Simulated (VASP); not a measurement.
Here is the system:

```
SnGe
1.0
    4.31241     0.00000     0.00000
   -2.15620     3.73465     0.00000
    0.00000     0.00000     7.06683
Ge Sn
2 2
Direct
  0.33333   0.66667   0.99972
  0.66667   0.33333   0.49972
  0.33333   0.66667   0.37528
  0.66667   0.33333   0.87528
```

Level of theory: PBEsol GGA, VASP's PBE PAW potentials (set 64) (plane waves; VASP). Settings: 400 eV cut-off, 9×9×5 Γ-centred mesh, tetrahedra with Blöchl corrections, potentials Ge_d Sn_d.

The cores are frozen, which limits the accuracy of field gradients.

**Question.** Give the principal components of the electric field gradient (V/Å²) and the asymmetry η at each nucleus.

**Answer.** 
| atom | Vxx | Vyy | Vzz | η |
|---|---|---|---|---|
| Ge1 | -1.8 | -1.8 | 3.6 | 0.00 |
| Ge2 | -1.8 | -1.8 | 3.6 | 0.00 |
| Sn3 | -2.8 | -2.8 | 5.7 | 0.00 |
| Sn4 | -2.8 | -2.8 | 5.7 | 0.00 |

The structure was generated: GeSn was put into the wurtzite type (P6_3mc), which need not be its known phase. It was relaxed first, which changed the volume by +6 %.
